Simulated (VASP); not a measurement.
An input for Quantum ESPRESSO's pw.x (written as the equivalent of a VASP run, and not itself run):

```
&CONTROL
  calculation = 'scf'
  pseudo_dir = './pseudo'
  outdir = './out'
  tprnfor = .true.
  tstress = .true.
/
&SYSTEM
  ibrav = 0
  nat = 2
  ntyp = 2
  ecutwfc = 90
  occupations = 'smearing'
  smearing = 'methfessel-paxton'
  degauss = 0.00735
  input_dft = 'pbesol'
/
&ELECTRONS
  conv_thr = 7.3e-08
  electron_maxstep = 100
/
ATOMIC_SPECIES
  Al 26.982 Al.upf
  Fe 55.845 Fe.upf
CELL_PARAMETERS angstrom
     2.9100000    0.0000000    0.0000000
     0.0000000    2.9100000    0.0000000
     0.0000000    0.0000000    2.9100000
ATOMIC_POSITIONS crystal
  Al   0.5000000  0.5000000  0.5000000
  Fe   0.0000000  0.0000000  0.0000000
K_POINTS automatic
  11 11 11 0 0 0
```

Write the VASP files for the same calculation (PBEsol).

This is not unique; one that fits is 
KPOINTS:
```
kpoints
0
gamma
  11 11 11
0 0 0
```

POSCAR:
```
FeAl
1
    2.9100000000     0.0000000000     0.0000000000
    0.0000000000     2.9100000000     0.0000000000
    0.0000000000     0.0000000000     2.9100000000
Al Fe
1 1
Direct
  0.5000000000   0.5000000000   0.5000000000
  0.0000000000   0.0000000000   0.0000000000
```

### INCAR
```
LMAXMIX  =  4   ! l cut-off of mixed one-centre charges
SYSTEM  =  FeAl
LCHARG  =  .FALSE.
EDIFF  =  1E-6   ! SCF stop (eV)
LREAL  =  .FALSE.
ISIF  =  2   ! forces and stress, cell fixed
PREC  =  Accurate
ENCUT  =  400   ! plane-wave cut-off (eV)
ALGO  =  Normal
ISMEAR  =  1   ! Methfessel-Paxton
LWAVE  =  .FALSE.
LASPH  =  .TRUE.   ! aspherical one-centre terms
SIGMA  =  0.1   ! width (eV)
NELM  =  100   ! most electronic steps
GGA  =  PS   ! PBEsol
```

POTCAR, in this order: Al Fe (PBE.64 set). Program: vasp_std.

Limits of the translation: the potentials are each code's own (VASP's PAW set, PseudoDojo norm-conserving files in pw.x), so ENCUT and ecutwfc are chosen apart and not converted; conv_thr bounds pw.x's estimated SCF error, while EDIFF bounds the energy change between steps.

The compound is FeAl in the CsCl type structure. The cell was not relaxed at this level. The run is one of a series of settings (GGA = PS against the base run), some of them coarse on purpose.
